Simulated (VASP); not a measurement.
TiO2:

```
Ti O
1.0
    -1.89225    1.89225    4.75715
     1.89225   -1.89225    4.75715
     1.89225    1.89225   -4.75715
Ti O
2 4
Direct
  0.00000 0.00000 0.00000
  0.75000 0.25000 0.50000
  0.20806 0.20806 0.00000
  0.95806 0.45806 0.50000
  0.54194 0.04194 0.50000
  0.79194 0.79194 0.00000
```

Program: VASP 6.6.1. Alike in all runs: task single point; potentials or basis VASP PAW PBE potentials, release 64 (Ti_sv, O); no spin polarisation; cell as given; k mesh 6 × 6 × 6; cutoff (eV) 520; smearing fermi-dirac 0.05 eV.

Order these runs on this cell by their band gap on the k mesh, lowest first.
A. level TB-mBJ
B. level r2SCAN
C. level PBE

C (2.14 eV), B (2.57 eV), A (3.17 eV).

A k mesh can miss the band edges.
